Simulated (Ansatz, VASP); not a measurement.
# Cross-check of BaZrO3 between VASP and Ansatz, part 2 of 3

One calculation is typed for both programs; each brings its own data sets. How far apart do they land? The cell is taken from a series of runs on this material, whose earlier steps may have relaxed, scaled, displaced or heated it; both programs get it as it stands.

VASP 6.6.1 and Ansatz 0.2.0.

So far: Starting point; Ansatz: zone-centre phonons, PBE.

## (3) VASP: zone-centre phonons, PBE

Level of this step: PBE; plane waves and PAW (O, Zr_sv, Ba_sv) (VASP).

The same cell, functional and mesh now go to VASP, with its own data sets.

Lines of VASP's logs that name or quote its potential files are left out, and so is its time.

The input, INCAR:

```
SYSTEM = BaZrO3
PREC = Accurate
ENCUT = 600
EDIFF = 1E-08
NELM = 120
ISMEAR = 0
SIGMA = 0.01
LREAL = .FALSE.
ALGO = Normal
GGA = PE
NBANDS = 26
LASPH = .TRUE.
LORBIT = 11
LWAVE = .FALSE.
LCHARG = .FALSE.
ISIF = 2
IBRION = 8
LEPSILON = .TRUE.
GGA_COMPAT = .FALSE.
EFERMI = MIDGAP
KPAR = 2
```

The input, POSCAR:

```
BaZrO3
1.0
    4.2552011913      0.0000000000      0.0000000000
    0.0000000000      4.2552011913      0.0000000000
    0.0000000000      0.0000000000      4.2552011913
O Zr Ba
3 1 1
Direct
    0.0000000000      0.5000000000      0.5000000000
    0.5000000000      0.0000000000      0.5000000000
    0.5000000000      0.5000000000      0.0000000000
    0.5000000000      0.5000000000      0.5000000000
    0.0000000000      0.0000000000      0.0000000000
```

The input, KPOINTS:

```
Automatic mesh
0
Gamma
8 8 8
0 0 0
```

PAW data sets: O, Zr_sv and Ba_sv (PBE family, release 64).

On the command line:

```console
> mpirun -np 2 vasp_std
```

The program printed:

```text
[banner, memory and clock lines left out]
running    2 mpi-ranks, on    1 nodes
 distrk:  each k-point on    1 cores,    2 groups
 distr:  one band on    1 cores,    1 groups

 POSCAR found type information on POSCAR O ZrBa
 POSCAR found :  3 types and       5 ions
 LDA part: xc-table for (Slater+PW92), standard interpolation
 POSCAR, INCAR and KPOINTS ok, starting setup
 FFT: planning ... GRIDC
 FFT: planning ... GRID_SOFT
 FFT: planning ... GRID
 WAVECAR not read
 entering main loop
       N       E                     dE             d eps       ncg     rms          rms(c)
DAV:   1     0.337530050966E+03    0.33753E+03   -0.23794E+04  1820   0.168E+03
DAV:   2    -0.270939120794E+02   -0.36462E+03   -0.35722E+03  2302   0.388E+02
DAV:   3    -0.488702918746E+02   -0.21776E+02   -0.21719E+02  2920   0.910E+01
DAV:   4    -0.494177084534E+02   -0.54742E+00   -0.54679E+00  2566   0.119E+01
DAV:   5    -0.494325396478E+02   -0.14831E-01   -0.14829E-01  2636   0.136E+00    0.265E+01
DAV:   6    -0.418358030366E+02    0.75967E+01   -0.43797E+01  2214   0.407E+01    0.116E+01
DAV:   7    -0.417519562857E+02    0.83847E-01   -0.33223E+00  2622   0.101E+01    0.706E+00
DAV:   8    -0.417284620650E+02    0.23494E-01   -0.38559E-01  2270   0.482E+00    0.693E-01
DAV:   9    -0.417256648480E+02    0.27972E-02   -0.59527E-02  2616   0.143E+00    0.515E-01
DAV:  10    -0.417278112660E+02   -0.21464E-02   -0.17193E-02  2450   0.112E+00    0.259E-01
DAV:  11    -0.417273548086E+02    0.45646E-03   -0.24835E-03  2324   0.414E-01    0.400E-02
DAV:  12    -0.417274257224E+02   -0.70914E-04   -0.21429E-04  2220   0.108E-01    0.376E-02
DAV:  13    -0.417274228256E+02    0.28968E-05   -0.33861E-05  2688   0.392E-02    0.584E-03
DAV:  14    -0.417274236359E+02   -0.81032E-06   -0.44810E-06  2134   0.169E-02    0.168E-03
DAV:  15    -0.417274236328E+02    0.30773E-08   -0.28330E-07  2600   0.389E-03    0.121E-03
DAV:  16    -0.417274236656E+02   -0.32838E-07   -0.90756E-08  2200   0.207E-03    0.194E-04
DAV:  17    -0.417274236676E+02   -0.19586E-08   -0.45411E-09  1154   0.465E-04
   1 F= -.41727424E+02 E0= -.41727424E+02  d E =0.000000E+00
 Linear response reoptimize wavefunctions to high precision
DAV:   1    -0.417274236753E+02   -0.76720E-08   -0.16763E-09  1506   0.335E-04
DAV:   2    -0.417274236753E+02   -0.73669E-10   -0.26213E-10  1100   0.929E-05
 Linear response G [H, r] |phi>, progress :
  Direction:   1
       N       E                     dE             d eps       ncg     rms
RMM:   1    -0.138190621374E+03   -0.13819E+03    0.10685E+03  3920   0.154E+02
RMM:   2    -0.134518660470E+03    0.36720E+01   -0.41498E+01  3407   0.300E+01
RMM:   3    -0.135958049394E+03   -0.14394E+01   -0.79859E+00  3949   0.918E+00
RMM:   4    -0.136301681281E+03   -0.34363E+00   -0.14220E+00  4248   0.351E+00
RMM:   5    -0.136376810722E+03   -0.75129E-01   -0.27753E-01  4310   0.140E+00
RMM:   6    -0.136391789289E+03   -0.14979E-01   -0.85955E-02  4359   0.614E-01
RMM:   7    -0.136395105950E+03   -0.33167E-02   -0.33757E-02  4265   0.320E-01
RMM:   8    -0.136395981516E+03   -0.87557E-03   -0.21989E-02  4258   0.182E-01
RMM:   9    -0.136396570239E+03   -0.58872E-03   -0.15368E-02  4266   0.115E-01
RMM:  10    -0.136396770477E+03   -0.20024E-03   -0.89366E-03  4256   0.775E-02
RMM:  11    -0.136396853197E+03   -0.82720E-04   -0.72666E-03  4197   0.545E-02
RMM:  12    -0.136396896663E+03   -0.43465E-04   -0.56988E-03  4108   0.409E-02
RMM:  13    -0.136396808360E+03    0.88302E-04   -0.44428E-03  4094   0.315E-02
RMM:  14    -0.136396833050E+03   -0.24690E-04   -0.30592E-03  4091   0.260E-02
RMM:  15    -0.136396848679E+03   -0.15629E-04   -0.24356E-03  4082   0.219E-02
RMM:  16    -0.136396875409E+03   -0.26729E-04   -0.15571E-03  4054   0.195E-02
RMM:  17    -0.136396858974E+03    0.16435E-04   -0.54377E-05  4009   0.177E-02
RMM:  18    -0.136396887795E+03   -0.28821E-04   -0.72643E-04  3945   0.166E-02
RMM:  19    -0.136396922438E+03   -0.34642E-04    0.62658E-05  3901   0.158E-02
RMM:  20    -0.136396918799E+03    0.36391E-05   -0.40893E-04  3844   0.153E-02
RMM:  21    -0.136396922817E+03   -0.40187E-05   -0.32566E-04  3792   0.150E-02
RMM:  22    -0.136396917717E+03    0.51000E-05   -0.56767E-04  3764   0.148E-02
 Linear response G [H, r] |phi>, progress :
  Direction:   2
       N       E                     dE             d eps       ncg     rms
RMM:   1    -0.152889968426E+03   -0.15289E+03    0.95681E+02  3978   0.155E+02
RMM:   2    -0.151443080423E+03    0.14469E+01   -0.58749E+01  3379   0.316E+01
RMM:   3    -0.153405131323E+03   -0.19621E+01   -0.13755E+01  4081   0.108E+01
RMM:   4    -0.153887656580E+03   -0.48253E+00   -0.22732E+00  4342   0.421E+00
RMM:   5    -0.153987224491E+03   -0.99568E-01   -0.49945E-01  4425   0.169E+00
RMM:   6    -0.154006940360E+03   -0.19716E-01   -0.91225E-02  4473   0.731E-01
RMM:   7    -0.154011198498E+03   -0.42581E-02   -0.64005E-02  4389   0.364E-01
[...]
Degree of freedom:   1/  4
       N       E                     dE             d eps       ncg     rms          rms(c)
RMM:   1    -0.386396003642E+00   -0.38640E+00    0.20838E-01  7629   0.267E+00
RMM:   2    -0.373560016280E+00    0.12836E-01   -0.35075E-02  7021   0.550E-01    0.154E-01
RMM:   3    -0.375302669973E+00   -0.17427E-02   -0.45837E-03  6812   0.241E-01    0.893E-02
[...]
RMM:   4    -0.370507705161E+00   -0.16122E-02   -0.71271E-04 11427   0.111E-01    0.168E-02
RMM:   5    -0.370560513515E+00   -0.52808E-04   -0.13925E-04 13365   0.348E-02    0.523E-03
RMM:   6    -0.370594025756E+00   -0.33512E-04   -0.20661E-05 14243   0.136E-02    0.174E-03
RMM:   7    -0.370581690268E+00    0.12335E-04    0.69297E-06 14414   0.605E-03    0.574E-04
RMM:   8    -0.370584599996E+00   -0.29097E-05    0.20216E-05 15030   0.323E-03    0.336E-04
RMM:   9    -0.370583911136E+00    0.68886E-06    0.46986E-06 15031   0.191E-03    0.143E-04
RMM:  10    -0.370584647036E+00   -0.73590E-06    0.10097E-05 15429   0.127E-03    0.558E-05
RMM:  11    -0.370585413563E+00   -0.76653E-06    0.27422E-06 15084   0.887E-04    0.351E-05
RMM:  12    -0.370585750991E+00   -0.33743E-06    0.46542E-06 15570   0.681E-04    0.175E-05
RMM:  13    -0.370585803059E+00   -0.52068E-07    0.13258E-06 15664   0.527E-04    0.166E-05
RMM:  14    -0.370586091759E+00   -0.28870E-06    0.23067E-06 15202   0.449E-04    0.111E-05
RMM:  15    -0.370586069587E+00    0.22172E-07    0.75450E-07 15925   0.385E-04    0.563E-06
RMM:  16    -0.370586127413E+00   -0.57826E-07    0.11066E-06 15459   0.346E-04    0.562E-06
RMM:  17    -0.370586204161E+00   -0.76748E-07    0.34948E-07 15238   0.321E-04    0.201E-06
RMM:  18    -0.370586184130E+00    0.20031E-07    0.61002E-07 15260   0.300E-04    0.343E-06
RMM:  19    -0.370586178709E+00    0.54208E-08    0.84238E-08 14900   0.288E-04    0.302E-06
 first order change of Fermi-energy   0.11052E-03
 force on displaced ion       1 direction 2 :   0.000  -2.876   0.000
 Born effective charge ion    1 direction 2 :   0.000  -1.988   0.000
 Linear response progress:
  Degree of freedom:   3/  4
       N       E                     dE             d eps       ncg     rms          rms(c)
RMM:   1    -0.758856852940E+00   -0.75886E+00    0.21830E+00  5320   0.925E+00
RMM:   2    -0.720300749646E+00    0.38556E-01   -0.16031E-01  6267   0.173E+00    0.217E-01
RMM:   3    -0.723007325858E+00   -0.27066E-02   -0.39467E-02  7287   0.532E-01    0.793E-02
RMM:   4    -0.724820298018E+00   -0.18130E-02   -0.72810E-03  8257   0.197E-01    0.459E-02
RMM:   5    -0.724898121298E+00   -0.77823E-04   -0.63422E-04  8195   0.747E-02    0.185E-02
RMM:   6    -0.724774151273E+00    0.12397E-03   -0.11473E-04  8369   0.352E-02    0.202E-03
RMM:   7    -0.724775353251E+00   -0.12020E-05   -0.34497E-05  8657   0.161E-02    0.158E-03
RMM:   8    -0.724784094993E+00   -0.87417E-05   -0.20292E-05  8992   0.836E-03    0.865E-04
RMM:   9    -0.724789668920E+00   -0.55739E-05   -0.48426E-06  9152   0.497E-03    0.241E-04
RMM:  10    -0.724791829927E+00   -0.21610E-05   -0.59781E-06  9178   0.332E-03    0.724E-05
RMM:  11    -0.724792436078E+00   -0.60615E-06   -0.37858E-06  9362   0.235E-03    0.575E-05
RMM:  12    -0.724793717856E+00   -0.12818E-05   -0.34735E-06  9453   0.181E-03    0.415E-05
RMM:  13    -0.724794984261E+00   -0.12664E-05   -0.26343E-06  9423   0.146E-03    0.357E-05
RMM:  14    -0.724796223467E+00   -0.12392E-05   -0.23926E-06  9239   0.125E-03    0.363E-05
[...]
RMM:  21    -0.724797478176E+00   -0.53042E-07   -0.76561E-07  9678   0.647E-04    0.596E-05
RMM:  22    -0.724797390830E+00    0.87347E-07   -0.70110E-07  9311   0.616E-04    0.697E-05
RMM:  23    -0.724798019822E+00   -0.62899E-06   -0.59799E-07  9154   0.600E-04    0.548E-05
RMM:  24    -0.724798246217E+00   -0.22639E-06   -0.50076E-07  9448   0.571E-04    0.520E-05
RMM:  25    -0.724798293233E+00   -0.47016E-07   -0.12061E-07  9621   0.548E-04    0.550E-05
RMM:  26    -0.724798204410E+00    0.88824E-07   -0.50810E-07  9128   0.533E-04    0.633E-05
RMM:  27    -0.724798276569E+00   -0.72159E-07   -0.38485E-07  9157   0.518E-04    0.645E-05
RMM:  28    -0.724798364275E+00   -0.87706E-07   -0.37032E-07  9296   0.506E-04    0.650E-05
 first order change of Fermi-energy   0.24127E-03
 force on displaced ion       4 direction 1 :  -6.284   0.000   0.000
 Born effective charge ion    4 direction 1 :   6.130   0.000   0.000
 Linear response progress:
  Degree of freedom:   4/  4
       N       E                     dE             d eps       ncg     rms          rms(c)
RMM:   1    -0.198754164539E+00   -0.19875E+00    0.11125E-01  8077   0.163E+00
RMM:   2    -0.204241650331E+00   -0.54875E-02   -0.28841E-02  6888   0.383E-01    0.873E-02
RMM:   3    -0.204773372435E+00   -0.53172E-03   -0.20187E-03  7592   0.127E-01    0.610E-02
RMM:   4    -0.205295361958E+00   -0.52199E-03   -0.28670E-04  7396   0.792E-02    0.126E-02
RMM:   5    -0.205420394062E+00   -0.12503E-03   -0.63885E-05  8391   0.246E-02    0.711E-03
RMM:   6    -0.205524089936E+00   -0.10370E-03   -0.10229E-05  8483   0.122E-02    0.149E-03
RMM:   7    -0.205528729006E+00   -0.46391E-05   -0.23358E-06  8615   0.497E-03    0.887E-04
RMM:   8    -0.205539379738E+00   -0.10651E-04   -0.11637E-06  8621   0.273E-03    0.133E-04
RMM:   9    -0.205538875755E+00    0.50398E-06   -0.17579E-07  9008   0.144E-03    0.138E-04
RMM:  10    -0.205538719663E+00    0.15609E-06   -0.39694E-07  8951   0.942E-04    0.461E-05
RMM:  11    -0.205539214172E+00   -0.49451E-06   -0.89143E-08  9227   0.657E-04    0.248E-05
RMM:  12    -0.205539415772E+00   -0.20160E-06   -0.25574E-07  9135   0.508E-04    0.986E-06
RMM:  13    -0.205539480608E+00   -0.64836E-07   -0.16093E-07  9326   0.423E-04    0.771E-06
RMM:  14    -0.205539493054E+00   -0.12446E-07   -0.15718E-07  9241   0.368E-04    0.239E-06
[...]
RMM:  18    -0.205539532679E+00   -0.13390E-07   -0.21870E-07  9074   0.285E-04    0.174E-06
RMM:  19    -0.205539516315E+00    0.16365E-07   -0.15297E-07  8479   0.278E-04    0.311E-07
RMM:  20    -0.205539517062E+00   -0.74676E-09   -0.16475E-07  8158   0.273E-04    0.112E-06
RMM:  21    -0.205539516954E+00    0.10756E-09   -0.18247E-07  7939   0.270E-04    0.855E-07
RMM:  22    -0.205539512570E+00    0.43844E-08   -0.17222E-07  8255   0.267E-04    0.204E-06
RMM:  23    -0.205539514380E+00   -0.18108E-08   -0.15787E-07  7784   0.266E-04    0.161E-06
RMM:  24    -0.205539513897E+00    0.48355E-09   -0.19758E-07  7661   0.264E-04    0.207E-06
RMM:  25    -0.205539514230E+00   -0.33327E-09   -0.21367E-07  7614   0.264E-04    0.190E-06
 first order change of Fermi-energy  -0.24561E-03
 force on displaced ion       5 direction 1 :  -3.085  -0.000   0.000
 Born effective charge ion    5 direction 1 :   2.720   0.000   0.000
 Born effective charges drift removed
 Linear response finished
```

(Part 2 of 3 ends here.)

[Lines on the potential files, build, host, timing and source positions are cut from VASP's logs without a mark.]

[Logs are printed without paths, hosts, clocks, repeated set-up lines and the standing remarks that a program may print on its own settings, such as how far it seeks lower states.]

[Hosts, paths, dates, database ids (printed as entryN), source tags and the programs' standing remarks are cut or masked in the printed files.]
